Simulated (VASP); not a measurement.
Output of a VASP run:

OUTCAR:
```
 ion  position               nearest neighbor table
   1  0.000  0.000  0.000-   2 2.55   2 2.55   2 2.55   2 2.55   2 2.55   2 2.55
   2  0.500  0.500  0.500-   1 2.55   1 2.55   1 2.55   1 2.55   1 2.55   1 2.55
  LATTYP: Found a face centered cubic cell.
 ALAT       =     5.0985085266
 Subroutine PRICEL returns:
 Original cell was already a primitive cell.
 Subroutine GETGRP returns: Found 48 space group operations
The static configuration has the point symmetry O_h .
The dynamic configuration has the point symmetry O_h .
 Subroutine INISYM returns: Found 48 space group operations
 Subroutine IBZKPT returns following result:
 Found     35 irreducible k-points:

 Following reciprocal coordinates:
            Coordinates               Weight
  0.000000  0.000000  0.000000      1.000000
  0.111111  0.000000  0.000000      8.000000
  0.222222  0.000000  0.000000      8.000000
  0.333333  0.000000  0.000000      8.000000
  0.444444  0.000000  0.000000      8.000000
  0.111111  0.111111  0.000000      6.000000
  0.222222  0.111111  0.000000     24.000000
  0.333333  0.111111  0.000000     24.000000
  0.444444  0.111111  0.000000     24.000000
 -0.444444  0.111111  0.000000     24.000000
 -0.333333  0.111111  0.000000     24.000000
 -0.222222  0.111111  0.000000     24.000000
 -0.111111  0.111111  0.000000     12.000000
  0.222222  0.222222  0.000000      6.000000
  0.333333  0.222222  0.000000     24.000000
  0.444444  0.222222  0.000000     24.000000
 -0.444444  0.222222  0.000000     24.000000
 -0.333333  0.222222  0.000000     24.000000
 -0.222222  0.222222  0.000000     12.000000
  0.333333  0.333333  0.000000      6.000000
  0.444444  0.333333  0.000000     24.000000
 -0.444444  0.333333  0.000000     24.000000
 -0.333333  0.333333  0.000000     12.000000
  0.444444  0.444444  0.000000      6.000000
 -0.444444  0.444444  0.000000     12.000000
  0.333333  0.222222  0.111111     24.000000
  0.444444  0.222222  0.111111     48.000000
 -0.444444  0.222222  0.111111     48.000000
  0.444444  0.333333  0.111111     24.000000
 -0.444444  0.333333  0.111111     48.000000
 -0.333333  0.333333  0.111111     48.000000
 -0.222222  0.333333  0.111111     24.000000
 -0.444444  0.444444  0.111111     24.000000
 -0.333333  0.444444  0.111111     24.000000
 -0.333333  0.444444  0.222222     24.000000
   k-points           NKPTS =     35   k-points in BZ     NKDIM =     35   number of bands    NBANDS=     12
   number of dos      NEDOS =    301   number of ions     NIONS =      2
   total plane-waves  NPLWV =  21952
   dimension x,y,z NGX =    28 NGY =   28 NGZ =   28
   dimension x,y,z NGXF=    56 NGYF=   56 NGZF=   56
   ions per type =               1   1
   PREC   = accura    normal or accurate (medium, high low for compatibility)
   ISTART =      0    job   : 0-new  1-cont  2-samecut
   ICHARG =      2    charge: 1-file 2-atom 10-const
   ISPIN  =      1    spin polarized calculation?
   LNONCOLLINEAR =      F non collinear calculations
   LSORBIT =      F    spin-orbit coupling
   INIWAV =      1    electr: 0-lowe 1-rand  2-diag
   ENCUT  =  520.0 eV  38.22 Ry    6.18 a.u.   6.70  6.70  6.70*2*pi/ulx,y,z
   NELM   =    100;   NELMIN=  2; NELMDL= -5     # of ELM steps
   EDIFF  = 0.1E-06   stopping-criterion for ELM
   LREAL  =      F    real-space projection
   NLSPLINE    = F    spline interpolate recip. space projectors
   LMAXMIX     =    4 max onsite mixed and CHGCAR
   VOSKOWN=      0    Vosko Wilk Nusair interpolation
   EDIFFG = 0.1E-05   stopping-criterion for IOM
   NSW    =      0    number of steps for IOM
   NBLOCK =      1;   KBLOCK =      1    inner block; outer block
   IBRION =     -1    ionic relax: 0-MD 1-quasi-New 2-CG
   NFREE  =      0    steps in history (QN), initial steepest desc. (CG)
   ISIF   =      2    stress and relaxation
   ISYM   =      2    0-nonsym 1-usesym 2-fastsym
   TEIN   =    0.0    initial temperature
   TEBEG  =    0.0;   TEEND  =   0.0 temperature during run
...
```

### OSZICAR
```
       N       E                     dE             d eps       ncg     rms          rms(c)
DAV:   1     0.798984721595E+02    0.79898E+02   -0.87596E+03   840   0.131E+03
DAV:   2    -0.104303553324E+02   -0.90329E+02   -0.83726E+02  1180   0.255E+02
DAV:   3    -0.140395435186E+02   -0.36092E+01   -0.35823E+01  1112   0.491E+01
DAV:   4    -0.141168599370E+02   -0.77316E-01   -0.77286E-01  1132   0.640E+00
DAV:   5    -0.141175405665E+02   -0.68063E-03   -0.68062E-03  1060   0.548E-01    0.185E+01
DAV:   6    -0.123007209085E+02    0.18168E+01   -0.88996E+00   964   0.230E+01    0.216E+01
DAV:   7    -0.121958054866E+02    0.10492E+00   -0.50835E-01  1040   0.650E+00    0.125E+01
DAV:   8    -0.121876824079E+02    0.81231E-02   -0.13312E-01   888   0.407E+00    0.833E-01
DAV:   9    -0.121883689202E+02   -0.68651E-03   -0.13118E-02  1136   0.987E-01    0.217E-01
DAV:  10    -0.121891112835E+02   -0.74236E-03   -0.12628E-03   880   0.341E-01    0.549E-02
DAV:  11    -0.121892782325E+02   -0.16695E-03   -0.18892E-04   996   0.120E-01    0.494E-02
DAV:  12    -0.121892968928E+02   -0.18660E-04   -0.28792E-05   900   0.482E-02    0.242E-02
DAV:  13    -0.121892967776E+02    0.11526E-06   -0.21065E-06  1064   0.169E-02    0.320E-03
DAV:  14    -0.121892966543E+02    0.12326E-06   -0.24367E-07   928   0.477E-03    0.108E-03
DAV:  15    -0.121892965932E+02    0.61064E-07   -0.41603E-08   656   0.191E-03
   1 F= -.12189297E+02 E0= -.12189297E+02  d E =-.404944E-11
```

### OUTCAR
```
------------------------ aborting loop because EDIFF is reached ----------------------------------------
  FORCE on cell =-STRESS in cart. coord.  units (eV):
  Direction    XX          YY          ZZ          XY          YZ          ZX
  --------------------------------------------------------------------------------------
  Total        0.6054696      0.6054696      0.6054696      0.0000000      0.0000000     -0.0000000
  in kB       29.2774638     29.2774638     29.2774638      0.0000000      0.0000000     -0.0000000
  external PRESSURE =      29.2774638 kB  Pullay stress =       0.0000000 kB
  volume of cell :       33.13
      direct lattice vectors                 reciprocal lattice vectors
     0.000000000  2.549254263  2.549254263    -0.196135790  0.196135790  0.196135790
     2.549254263  0.000000000  2.549254263     0.196135790 -0.196135790  0.196135790
     2.549254263  2.549254263  0.000000000     0.196135790  0.196135790 -0.196135790
  FREE ENERGIE OF THE ION-ELECTRON SYSTEM (eV)
  ---------------------------------------------------
  free  energy   TOTEN  =       -12.1892965932 eV

  energy  without entropy=      -12.1892965932  energy(sigma->0) =      -12.18929659
```
(Selected blocks of OUTCAR.)

POSCAR:
```
SrO
1
    0.0000000000     2.5492542633     2.5492542633
    2.5492542633     0.0000000000     2.5492542633
    2.5492542633     2.5492542633     0.0000000000
Sr O
1 1
Direct
  0.0000000000   0.0000000000   0.0000000000
  0.5000000000   0.5000000000   0.5000000000
```

Question: Reconstruct the remaining input files.

Answer: Several could match; the one computed here: the input of the run itself, AM05 GGA, plane waves, VASP's PBE PAW potentials (set 64).

### INCAR
```
! general
SYSTEM  = SrO
PREC    = Accurate
ENCUT   = 520
LREAL   = .FALSE.
LASPH   = .TRUE.

! electronic loop
EDIFF   = 1E-7
NELM    = 100
ALGO    = Normal
LMAXMIX = 4

! smearing
ISMEAR  = 0
SIGMA   = 0.05

! functional
GGA     = AM

! ions
ISIF    = 2

! output
LWAVE   = .FALSE.
LCHARG  = .FALSE.
```

### KPOINTS
```
Automatic mesh
0
gamma
  9 9 9
```

POTCAR, in this order: Sr_sv O (PBE.64 set). Program: vasp_std.

The compound is SrO in the rock salt structure. This cell is one point of a volume scan, at 0.97 of the reference volume.
